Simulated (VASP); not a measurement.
# ZnCl4 (I-43m) in VASP: reference runs

How does ZnCl4 come out in PBE? The cell is run as given.

Everything below comes from runs of VASP 6.6.1. Logs are shortened: lines on timing, memory, paths and dates and some standing lists are left out, and cuts for length are marked.

**1. The structure**

The structure is cubic, space group I-43m (No. 217). The conventional cell has a = 6.528 Å, b = 6.528 Å, c = 6.528 Å, α = 90.00°, β = 90.00°, γ = 90.00°. Zn (site symmetry -43m) is surrounded by 4 Cl at 2.28 Å. Cl (site symmetry 3m) has 1 Zn at 2.28 Å as nearest neighbours.

The cell was built by a generator and needn't be a form met in nature.

**2. Single point, PBE**

File INCAR:

```
SYSTEM = ZnCl4
PREC = Accurate
ENCUT = 520
EDIFF = 1E-7
ISMEAR = -1
SIGMA = 0.05
LREAL = .False.
LASPH = .True.
NELM = 100
ALGO = Normal
ISIF = 2
LWAVE = .False.
LCHARG = .True.
GGA = PE
LELF = .True.
LVHAR = .True.
NBANDS = 28
```

File KPOINTS:

```
regular mesh
0
Gamma
  6 6 6
  0 0 0
```

File POSCAR:

```
ZnCl4
1.0
   -3.2638400000      3.2638400000      3.2638400000
    3.2638400000     -3.2638400000      3.2638400000
    3.2638400000      3.2638400000     -3.2638400000
Zn Cl
1 4
Direct
    0.0000000000      0.0000000000      0.0000000000
    0.4033400000      0.4033400000      0.4033400000
    0.5966600000      0.0000000000      0.0000000000
    0.0000000000      0.0000000000      0.5966600000
    0.0000000000      0.5966600000      0.0000000000
```

Potentials or basis: VASP PAW PBE potentials, release 64 (Zn, Cl).

Started as:

```sh
$ cat potpaw_PBE.64/Zn/POTCAR potpaw_PBE.64/Cl/POTCAR > POTCAR
$ mpirun -np 1 vasp_std > vasp.out
```

OUTCAR:

```text
SYSTEM = ZnCl4
   PREC = Accurate
   ENCUT = 520
   EDIFF = 1E-7
   ISMEAR = -1
   LREAL = .False.
   LASPH = .True.
   NELM = 100
   ISIF = 2
   GGA = PE

 ion  position               nearest neighbor table
   1  0.000  0.000  0.000-   2 2.28   3 2.28   4 2.28   5 2.28
   2  0.403  0.403  0.403-   1 2.28
   3  0.597  0.000  0.000-   1 2.28
   4  0.000  0.000  0.597-   1 2.28
   5  0.000  0.597  0.000-   1 2.28

  LATTYP: Found a body centered cubic cell.
 ALAT       =     6.5276800000

  Lattice vectors:

 A1 = (  -3.2638400000,   3.2638400000,   3.2638400000)
 A2 = (   3.2638400000,  -3.2638400000,   3.2638400000)
 A3 = (   3.2638400000,   3.2638400000,  -3.2638400000)

Analysis of symmetry for initial positions (statically):
=====================================================================
 Subroutine PRICEL returns:
 Original cell was already a primitive cell.

 Routine SETGRP: Setting up the symmetry group for a
 body centered cubic supercell.

 Subroutine GETGRP returns: Found 24 space group operations
 (whereof 24 operations were pure point group operations)
 out of a pool of 48 trial point group operations.

The static configuration has the point symmetry T_d .

Analysis of symmetry for dynamics (positions and initial velocities):
=====================================================================
 Subroutine PRICEL returns:
 Original cell was already a primitive cell.

 Routine SETGRP: Setting up the symmetry group for a
 body centered cubic supercell.

 Subroutine GETGRP returns: Found 24 space group operations
 (whereof 24 operations were pure point group operations)
 out of a pool of 48 trial point group operations.

The dynamic configuration has the point symmetry T_d .

 Subroutine INISYM returns: Found 24 space group operations
 (whereof 24 operations are pure point group operations),
 and found     1 'primitive' translations

----------------------------------------------------------------------------------------

                                     Primitive cell

  volume of cell :     139.0742

  direct lattice vectors                    reciprocal lattice vectors
    -3.263840000  3.263840000  3.263840000     0.000000000  0.153193784  0.153193784
     3.263840000 -3.263840000  3.263840000     0.153193784  0.000000000  0.153193784
     3.263840000  3.263840000 -3.263840000     0.153193784  0.153193784  0.000000000

  length of vectors
     5.653136708  5.653136708  5.653136708     0.216648727  0.216648727  0.216648727

  position of ions in fractional coordinates (direct lattice)
     0.000000000  0.000000000  0.000000000
     0.403340000  0.403340000  0.403340000
     0.596660000  0.000000000  0.000000000
     0.000000000  0.000000000  0.596660000
     0.000000000  0.596660000  0.000000000

  ion indices of the primitive-cell ions
   primitive index   ion index
                 1           1
                 2           2
                 3           3
                 4           4
                 5           5

----------------------------------------------------------------------------------------

 KPOINTS: regular mesh

Automatic generation of k-mesh.
 Grid dimensions read from file:
 generate k-points for:    6    6    6

 Generating k-lattice:

  Cartesian coordinates                     Fractional coordinates (reciprocal lattice)
     0.000000000  0.025532297  0.025532297     0.166666667  0.000000000  0.000000000
     0.025532297  0.000000000  0.025532297     0.000000000  0.166666667  0.000000000
     0.025532297  0.025532297  0.000000000     0.000000000  0.000000000  0.166666667

  Length of vectors
     0.036108121  0.036108121  0.036108121

  Shift w.r.t. Gamma in fractional coordinates (k-lattice)
     0.000000000  0.000000000  0.000000000

 Subroutine IBZKPT returns following result:
 ===========================================

 Found     16 irreducible k-points:

 Following reciprocal coordinates:
            Coordinates               Weight
  0.000000  0.000000  0.000000      1.000000
  0.166667  0.000000  0.000000     12.000000
  0.333333  0.000000  0.000000     12.000000
  0.500000  0.000000  0.000000      6.000000
  0.166667  0.166667  0.000000     24.000000
  0.333333  0.166667 -0.000000     48.000000
[... 8 lines left out ...]
  0.500000  0.500000  0.333333     12.000000
  0.500000  0.500000  0.500000      1.000000
   k-points           NKPTS =     16   k-points in BZ     NKDIM =     16   number of bands    NBANDS=     28
   number of dos      NEDOS =    301   number of ions     NIONS =      5
   total plane-waves  NPLWV =  74088
   dimension x,y,z NGX =    42 NGY =   42 NGZ =   42
   dimension x,y,z NGXF=    84 NGYF=   84 NGZF=   84
   ions per type =               1   4
   NGX,Y,Z   is equivalent  to a cutoff of  12.35, 12.35, 12.35 a.u.
   NGXF,Y,Z  is equivalent  to a cutoff of  24.70, 24.70, 24.70 a.u.
 SYSTEM =  ZnCl4
   PREC   = accura    normal or accurate (medium, high low for compatibility)
   ISTART =      0    job   : 0-new  1-cont  2-samecut
   ICHARG =      2    charge: 1-file 2-atom 10-const
   ISPIN  =      1    spin polarized calculation?
   LNONCOLLINEAR =      F non collinear calculations
   LSORBIT =      F    spin-orbit coupling
   LASPH  =      T    aspherical Exc in radial PAW
   ENCUT  =  520.0 eV  38.22 Ry    6.18 a.u.  10.51 10.51 10.51*2*pi/ulx,y,z
   NELM   =    100;   NELMIN=  2; NELMDL= -5     # of ELM steps
   EDIFF  = 0.1E-06   stopping-criterion for ELM
   LREAL  =      F    real-space projection
   EDIFFG = 0.1E-05   stopping-criterion for IOM
   NSW    =      0    number of steps for IOM
   IBRION =     -1    ionic relax: 0-MD 1-quasi-New 2-CG
   NFREE  =      0    steps in history (QN), initial steepest desc. (CG)
   ISIF   =      2    stress and relaxation
   ISYM   =      2    0-nonsym 1-usesym 2-fastsym
   POTIM  = 0.5000    time-step for ionic-motion
   TEBEG  =    0.0;   TEEND  =   0.0 temperature during run
   PSTRESS=    0.0 pullay stress
   NELECT =      40.0000    total number of electrons
   NUPDOWN=      -1.0000    fix difference up-down
   EMIN   =  10.00;   EMAX   =-10.00  energy-range for DOS
   EFERMI =   0.00;   METHOD = LEGACY
   ISMEAR =    -1;   SIGMA  =   0.05  broadening in eV -4-tet -1-fermi 0-gaus
   EFERMI_NEDOS =   21; number of points for ismear=-14 and -15
   IALGO  =     38    algorithm
   IMIX   =      4    mixing-type and parameters
     AMIX     =   0.40;   BMIX     =  1.00
     AMIX_MAG =   1.60;   BMIX_MAG =  1.00
  volume/ion in A,a.u.               =      27.81       187.70
  Fermi-wavevector in a.u.,A,eV,Ry     =   1.080636  2.042105 15.888523  1.167773
  Thomas-Fermi vector in A             =   2.216632
   LORBIT       =      0    0 simple, 1 ext, 2 COOP (PROOUT), +10 PAW based schemes
   GGA     = PE    functional components
   LHFCALC =     F    Hartree Fock is set to
   AEXX    =    0.0000 exact exchange contribution
   IVDW    =     0    specifies the selected vdW correction
   LEPSILON=     F    determine dielectric tensor
   LRPA    =     F    only Hartree local field effects (RPA)
 non-spin polarized calculation
  energy-cutoff  :      520.00
  volume of cell :      139.07
 maximum number of plane-waves:      3781
   NGX = 21   NGY = 21   NGZ = 21

 number of electron      40.0000013 magnetization

 Free energy of the ion-electron system (eV)
  ---------------------------------------------------
  ext. energy  EPLUGINS =         0.00000000
  ---------------------------------------------------
  free energy    TOTEN  =        -9.69653795 eV

  energy without entropy =       -9.59240875  energy(sigma->0) =       -9.64447335

 E-fermi :  -1.4443     XC(G=0):  -7.9146

 val. band max:       -1.4454553954   @ k =   0.5000   0.5000   0.3333
 cond. band min:      -1.4411481100   @ k =   0.3333   0.0000   0.0000
 fundamental gap:      0.0043072855
 Fermi energy:        -1.4443155585

 k-point     1 :       0.0000    0.0000    0.0000
  band No.  band energies     occupation
      1     -15.3218      2.00000
      2     -14.4554      2.00000
      3     -14.4554      2.00000
      4     -14.4554      2.00000
      5      -6.3614      2.00000
      6      -6.3614      2.00000
[... 20 lines left out ...]
     27       9.1908      0.00000
     28       9.1908      0.00000

 k-point     2 :       0.1667    0.0000    0.0000
  band No.  band energies     occupation
      1     -15.2624      2.00000
      2     -14.4999      2.00000
      3     -14.4763      2.00000
      4     -14.4586      2.00000
      5      -6.4181      2.00000
      6      -6.3990      2.00000
[... 20 lines left out ...]
     27       8.7588      0.00000
     28       9.1142      0.00000

 k-point     3 :       0.3333    0.0000    0.0000
  band No.  band energies     occupation
      1     -15.1038      2.00000
      2     -14.6336      2.00000
      3     -14.5140      2.00000
      4     -14.4651      2.00000
      5      -6.5241      2.00000
      6      -6.4745      2.00000
[... 20 lines left out ...]
     27       8.5344      0.00000
     28       8.9709      0.00000

 k-point     4 :       0.5000    0.0000    0.0000
  band No.  band energies     occupation
      1     -14.9527      2.00000
      2     -14.7740      2.00000
      3     -14.5314      2.00000
      4     -14.4683      2.00000
      5      -6.5735      2.00000
      6      -6.5122      2.00000
[... 330 lines left out ...]
     27       8.7713      0.00000
     28       9.2931      0.00000

 k-point    15 :       0.5000    0.5000    0.3333
  band No.  band energies     occupation
      1     -14.8154      2.00000
      2     -14.7588      2.00000
      3     -14.7165      2.00000
      4     -14.4087      2.00000
      5      -6.5732      2.00000
      6      -6.5544      2.00000
[... 20 lines left out ...]
     27       9.0316      0.00000
     28       9.4972      0.00000

 k-point    16 :       0.5000    0.5000    0.5000
  band No.  band energies     occupation
      1     -14.7538      2.00000
      2     -14.7538      2.00000
      3     -14.7538      2.00000
      4     -14.4298      2.00000
      5      -6.5724      2.00000
      6      -6.5724      2.00000
[... 20 lines left out ...]
     27       9.3694      0.00000
     28       9.3694      0.00000

------------------------ aborting loop because EDIFF is reached ----------------------------------------

  FORCE on cell =-STRESS in cart. coord.  units (eV):
  Direction    XX          YY          ZZ          XY          YZ          ZX
  --------------------------------------------------------------------------------------
  -------------------------------------------------------------------------------------
  Total        0.0232451      0.0232451      0.0232451      0.0000000     -0.0000000     -0.0000000
  in kB        0.2677912      0.2677912      0.2677912      0.0000000     -0.0000000     -0.0000000
  external PRESSURE =       0.2677912 kB  Pullay stress =       0.0000000 kB

 VOLUME and BASIS-vectors are now :
 -----------------------------------------------------------------------------
  energy-cutoff  :      520.00
  volume of cell :      139.07
      direct lattice vectors                 reciprocal lattice vectors
    -3.263840000  3.263840000  3.263840000     0.000000000  0.153193784  0.153193784
     3.263840000 -3.263840000  3.263840000     0.153193784  0.000000000  0.153193784
     3.263840000  3.263840000 -3.263840000     0.153193784  0.153193784  0.000000000

 POSITION                                       TOTAL-FORCE (eV/Angst)
 -----------------------------------------------------------------------------------
      0.00000      0.00000      0.00000         0.000000     -0.000000      0.000000
      1.31644      1.31644      1.31644         0.003999      0.003999      0.003999
     -1.94740      1.94740      1.94740         0.003999     -0.003999     -0.003999
      1.94740      1.94740     -1.94740        -0.003999     -0.003999      0.003999
      1.94740     -1.94740      1.94740        -0.003999      0.003999     -0.003999
 -----------------------------------------------------------------------------------
    total drift:                               -0.000012     -0.000012     -0.000020

  FREE ENERGIE OF THE ION-ELECTRON SYSTEM (eV)
  ---------------------------------------------------
  free  energy   TOTEN  =        -9.6965379527 eV

  energy  without entropy=       -9.5924087508  energy(sigma->0) =       -9.64447335
```

It took 79 s on 1 thread of Intel Xeon Platinum 8488C (Sapphire Rapids), shared host; peak memory 0.26 GiB.

Results:

```
Free energy            : -9.6965 eV
Pressure               : 0.0 GPa
Largest force          : 0.007 eV/Å
Band gap on the k mesh : none (metal or under the smearing width)
```

Forces in eV/Å, atoms in the order of the input:
```
Zn   0.000  0.000  0.000
Cl   0.004  0.004  0.004
Cl   0.004 -0.004 -0.004
Cl  -0.004 -0.004  0.004
Cl  -0.004  0.004 -0.004
```
